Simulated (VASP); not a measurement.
Computed with PBE GGA, VASP's PBE PAW potentials (set 64) (plane waves; VASP).

The input files of a VASP run:

**KPOINTS**
```
kpoints
0
gamma
12 12 7
```

POSCAR:
```
PtC
1
    3.1582210924    -0.0000000000    -0.0000000000
   -1.5791105463     2.7350999082     0.0000000000
   -0.0000000000     0.0000000000     5.2108787603
Pt C
2 2
Direct
  0.0000000000   1.0000000000   0.0000000000
  0.0000000000   0.0000000000   0.5000000000
  0.3333330000   0.6666670000   0.2500000000
  0.6666670000   0.3333330000   0.7500000000
```

INCAR:
```
SYSTEM = PtC
PREC = Accurate; ENCUT = 520; LREAL = F
LASPH = T
EDIFF = 1E-7; NELM = 100; ALGO = Normal
LMAXMIX = 6
ISMEAR = -5
GGA = PE
ISIF = 2
LWAVE = F; LCHARG = T; LORBIT = 11
NEDOS = 601
LEFG = T
```

POTCAR, in this order: Pt C (PBE.64 set). Program: vasp_std.

What VASP printed:

OUTCAR:
```
 ion  position               nearest neighbor table
   1  0.000  0.000  0.000-   3 2.24   4 2.24   4 2.24   3 2.24   4 2.24   3 2.24   2 2.61   2 2.61
  LATTYP: Found a hexagonal cell.
 ALAT       =     3.1582210924
 C/A-ratio  =     1.6499410927
 Subroutine PRICEL returns:
 Original cell was already a primitive cell.
 Subroutine GETGRP returns: Found 24 space group operations
The static configuration has the point symmetry D_3d.
 The point group associated with its full space group is D_6h.
The dynamic configuration has the point symmetry D_3d.
 Subroutine INISYM returns: Found 24 space group operations
 Subroutine IBZKPT returns following result:
 Found     76 irreducible k-points:

 Following reciprocal coordinates:
            Coordinates               Weight
  0.000000  0.000000  0.000000      1.000000
  0.083333  0.000000  0.000000      6.000000
  0.166667  0.000000  0.000000      6.000000
  0.250000  0.000000  0.000000      6.000000
  0.333333  0.000000  0.000000      6.000000
  0.416667  0.000000  0.000000      6.000000
  0.500000  0.000000  0.000000      3.000000
  0.083333  0.083333  0.000000      6.000000
...
```

File OSZICAR:
```
       N       E                     dE             d eps       ncg     rms          rms(c)
DAV:   1     0.146690979451E+03    0.14669E+03   -0.14501E+04  2816   0.147E+03
DAV:   2    -0.214437108564E+02   -0.16813E+03   -0.16375E+03  3206   0.299E+02
DAV:   3    -0.292154121646E+02   -0.77717E+01   -0.75531E+01  3232   0.605E+01
DAV:   4    -0.293710248779E+02   -0.15561E+00   -0.15524E+00  3262   0.848E+00
DAV:   5    -0.293732563582E+02   -0.22315E-02   -0.22394E-02  3276   0.957E-01    0.298E+01
DAV:   6    -0.263239534961E+02    0.30493E+01   -0.25804E+01  3228   0.424E+01    0.174E+01
DAV:   7    -0.255643149374E+02    0.75964E+00   -0.45179E+00  3022   0.186E+01    0.895E+00
DAV:   8    -0.255200055374E+02    0.44309E-01   -0.26696E-01  2866   0.402E+00    0.196E+00
DAV:   9    -0.255140788246E+02    0.59267E-02   -0.21395E-02  3262   0.127E+00    0.408E-01
DAV:  10    -0.255138281588E+02    0.25067E-03   -0.40383E-03  2904   0.494E-01    0.836E-02
DAV:  11    -0.255148581050E+02   -0.10299E-02   -0.32377E-04  3312   0.140E-01    0.291E-02
DAV:  12    -0.255140191156E+02    0.83899E-03   -0.85076E-05  3272   0.679E-02    0.165E-02
DAV:  13    -0.255141156804E+02   -0.96565E-04   -0.11294E-05  3220   0.281E-02    0.206E-03
DAV:  14    -0.255141259440E+02   -0.10264E-04   -0.12314E-06  2982   0.779E-03    0.133E-03
DAV:  15    -0.255141237278E+02    0.22161E-05   -0.22777E-08  1396   0.119E-03    0.858E-04
DAV:  16    -0.255141184904E+02    0.52374E-05   -0.50737E-08  1374   0.152E-03    0.149E-04
DAV:  17    -0.255141182900E+02    0.20043E-06   -0.61218E-09  1374   0.660E-04    0.112E-04
DAV:  18    -0.255141182648E+02    0.25183E-07   -0.79574E-10  1374   0.204E-04
   1 F= -.25514118E+02 E0= -.25514118E+02  d E =0.000000E+00
```

OUTCAR:
```
------------------------ aborting loop because EDIFF is reached ----------------------------------------
  FORCE on cell =-STRESS in cart. coord.  units (eV):
  Direction    XX          YY          ZZ          XY          YZ          ZX
  --------------------------------------------------------------------------------------
  Total       -0.2294518     -0.2294519      0.6291130      0.0000000      0.0000000      0.0000000
  in kB       -8.1672414     -8.1672427     22.3930145      0.0000000      0.0000000      0.0000000
  external PRESSURE =       2.0195101 kB  Pullay stress =       0.0000000 kB
  volume of cell :       45.01
      direct lattice vectors                 reciprocal lattice vectors
     3.158221092  0.000000000  0.000000000     0.316633944  0.182808679  0.000000000
    -1.579110546  2.735099908  0.000000000     0.000000000  0.365617357  0.000000000
     0.000000000  0.000000000  5.210878760     0.000000000  0.000000000  0.191906211
 POSITION                                       TOTAL-FORCE (eV/Angst)
 -----------------------------------------------------------------------------------
      0.00000      0.00000      0.00000        -0.000000      0.000000      0.000000
      0.00000      0.00000      2.60544        -0.000000      0.000000      0.000000
     -0.00000      1.82340      1.30272        -0.000000      0.000000      0.000000
      1.57911      0.91170      3.90816         0.000000     -0.000000     -0.000000
 -----------------------------------------------------------------------------------
    total drift:                                0.000000     -0.000000      0.000000
  FREE ENERGIE OF THE ION-ELECTRON SYSTEM (eV)
  ---------------------------------------------------
  free  energy   TOTEN  =       -25.5141182648 eV

  energy  without entropy=      -25.5141182648  energy(sigma->0) =      -25.51411826

 total charge

# of ion       s       p       d       tot
------------------------------------------
    1        0.670   0.748   8.042   9.460
    2        0.670   0.748   8.042   9.460
    3        0.858   1.360   0.000   2.218
    4        0.858   1.360   0.000   2.218
--------------------------------------------------
tot          3.056   4.216  16.083  23.355

 Electric field gradients after diagonalization (V/A^2)
 (convention: |V_zz| > |V_xx| > |V_yy|)
----------------------------------------------------------------------
 ion       V_xx      V_yy      V_zz     asymmetry (V_yy - V_xx)/ V_zz
----------------------------------------------------------------------
   1      95.934    95.932  -191.866       0.000
   2      95.934    95.932  -191.866       0.000
   3       0.782     0.781    -1.563       0.000
   4       0.782     0.781    -1.563       0.000
```
(Selected blocks of OUTCAR.)

OUTCAR:
```
 val. band max:       10.3494836965   @ k =   0.2500   0.0833   0.1429

 cond. band min:      10.0336494090   @ k =   0.0000   0.0000   0.0000


 Fermi energy:        10.2909903516

 k-point     1 :       0.0000    0.0000    0.0000
  band No.  band energies     occupation
      1      -4.4375      2.00000
      2      -0.5889      2.00000
      3       1.6240      2.00000
      4       3.3809      2.00000
      5       3.5003      2.00000
      6       3.5003      2.00000
      7       5.7917      2.00000
      8       5.7917      2.00000
      9       6.3367      2.00000
     10       6.3367      2.00000
     11       8.2981      2.00000
     12       8.2981      2.00000
     13      10.0215      2.00000
     14      10.0215      2.13174
     15      10.0336      0.96072
     16      11.4060      0.00000
     17      15.2065      0.00000
     18      15.2066      0.00000

 k-point     2 :       0.0833    0.0000    0.0000
  band No.  band energies     occupation
      1      -4.3021      2.00000
      2      -0.7079      2.00000
      3       1.7958      2.00000
      4       3.3908      2.00000
      5       3.5311      2.00000
      6       3.6540      2.00000
      7       5.6253      2.00000
      8       5.7473      2.00000
      9       6.0752      2.00000
     10       6.4392      2.00000
     11       8.0865      2.00000
     12       8.2844      2.00000
     13       9.8255      2.00000
     14      10.1219      1.68687
     15      10.5813     -0.00884
     16      11.3817      0.00000
     17      14.7270      0.00000
     18      15.0412      0.00000

 k-point     3 :       0.1667    0.0000    0.0000
  band No.  band energies     occupation
      1      -3.9089      2.00000
      2      -0.9890      2.00000
      3       2.2830      2.00000
      4       3.3874      2.00000
      5       3.5737      2.00000
      6       4.0022      2.00000
      7       5.1974      2.00000
      8       5.5159      2.00000
      9       5.7286      2.00000
...
```

For a metal the tetrahedron method with Blöchl corrections gives inexact stress and forces. Unless said otherwise, spin-orbit coupling is left out, though it shifts the bands of the heavy elements here.

The structure was generated: PtC was put into the NiAs type type (P6_3/mmc), which need not be its known phase. It was relaxed first.
